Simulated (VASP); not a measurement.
The system is SiC.

```
Si C
1.0
     3.08000    0.00000    0.00000
    -1.54000    2.66736    0.00000
     0.00000    0.00000   15.12000
Si C
6 6
Direct
  0.00000 0.00000 0.00000
  0.33333 0.66667 0.16667
  0.66667 0.33333 0.33333
  0.00000 0.00000 0.50000
  0.66667 0.33333 0.66667
  0.33333 0.66667 0.83333
  0.00000 0.00000 0.12500
  0.33333 0.66667 0.29167
  0.66667 0.33333 0.45833
  0.00000 0.00000 0.62500
  0.66667 0.33333 0.79167
  0.33333 0.66667 0.95833
```

The cell was built by a generator and needn't be a form met in nature.

* Program: VASP 6.6.1
* Task: relaxation of cell and atoms
* Functional: LDA
* Potentials or basis: VASP PAW LDA potentials, release 64 (Si, C)
* Cutoff: 600 eV
* k mesh: 8 × 8 × 2
* Occupations: fermi-dirac, width 0.05 eV
* Spin: no spin polarisation

At the start: pressure -4.4 GPa; volume 10.35 Å³/atom.

Task: Where does the relaxation end?

Result: Over 5 steps the energy falls by 2.9 meV/atom and the volume is 10.15 Å³/atom (-2.0 %); space group P6_3mc (No. 186, to 0.05 Å).

Step by step:
```csv
step,energy change (eV),largest force (eV/Å),pressure (GPa),volume (Å³)
1,0.0000,0.1250,-4.35,124.22
2,0.0058,0.0756,5.06,119.23
3,-0.0341,0.0352,0.01,121.79
4,-0.0341,0.0341,0.09,121.74
5,-0.0343,0.0084,0.08,121.75
```

Final structure:
```
Si C
1.0
     3.06010    0.00000    0.00000
    -1.53005    2.65013    0.00000
     0.00000    0.00000   15.01279
Si C
6 6
Direct
  0.00000 0.00000 0.99996
  0.33333 0.66667 0.16669
  0.66667 0.33333 0.33319
  0.00000 0.00000 0.49996
  0.66667 0.33333 0.66669
  0.33333 0.66667 0.83319
  0.00000 0.00000 0.12530
  0.33333 0.66667 0.29169
  0.66667 0.33333 0.45818
  0.00000 0.00000 0.62530
  0.66667 0.33333 0.79169
  0.33333 0.66667 0.95818
```
